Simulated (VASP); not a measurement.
Computed with PBE GGA + U (Dudarev), VASP's PBE PAW potentials (set 64) (plane waves; VASP).

VASP ran on this input.

File KPOINTS:
```
Automatic mesh
0
Gamma
7 7 5
0 0 0
```

File POSCAR:
```
ZrO2
1
    3.6559730000     0.0000000000     0.0000000000
    0.0000000000     3.6559730000     0.0000000000
    0.0000000000     0.0000000000     5.3061500000
Zr O
2 4
Direct
  0.0000000000   0.0000000000   0.0000000000
  0.5000000000   0.5000000000   0.5000000000
  0.0000000000   0.5000000000   0.3017700000
  0.0000000000   0.5000000000   0.8017700000
  0.5000000000   0.0000000000   0.1982300000
  0.5000000000   0.0000000000   0.6982300000
```

### INCAR
```
SYSTEM=ZrO2
PREC=Accurate; ENCUT=400; LREAL=.FALSE.
LASPH=.TRUE.
EDIFF=1E-6; NELM=100; ALGO=Normal
LMAXMIX=4
ISMEAR=0; SIGMA=0.01
GGA=PE
LDAUL=2 -1
LDAUU=6.0 0
LDAUJ=0 0
LDAU=.TRUE.; LDAUTYPE=2
ISIF=2
LWAVE=.FALSE.; LCHARG=.FALSE.
```

POTCAR, in this order: Zr_sv O (PBE.64 set). Program: vasp_std.

Task: Predict the energy per atom (σ→0), largest force.

Result: 
```yaml
energy per atom (σ→0): -8.518 eV/atom
largest_force: 0.494 eV/Å
```

File OSZICAR:
```
...
DAV:   9    -0.511086675418E+02    0.72891E-03   -0.21119E-01  1984   0.270E+00    0.876E-01
DAV:  10    -0.511098425234E+02   -0.11750E-02   -0.72295E-02  1840   0.188E+00    0.522E-01
DAV:  11    -0.511080702434E+02    0.17723E-02   -0.13665E-02  1884   0.783E-01    0.607E-02
DAV:  12    -0.511081436296E+02   -0.73386E-04   -0.83077E-04  2340   0.157E-01    0.358E-02
DAV:  13    -0.511081310393E+02    0.12590E-04   -0.61670E-05  2024   0.465E-02    0.124E-02
DAV:  14    -0.511081325038E+02   -0.14645E-05   -0.36586E-06  1680   0.123E-02    0.533E-03
DAV:  15    -0.511081327858E+02   -0.28202E-06   -0.49665E-06  1640   0.129E-02
   1 F= -.51108133E+02 E0= -.51108133E+02  d E =-.319804-121
```

The structure comes from a computed database's ZrO2 entry; how it stands against other phases isn't given here. The cell was not relaxed at this level. The run is one of a series of settings (LDAU = .TRUE., LDAUJ = 0 0, LDAUL = 2 -1, LDAUTYPE = 2, LDAUU = 6.0 0 against the base run), some of them coarse on purpose.
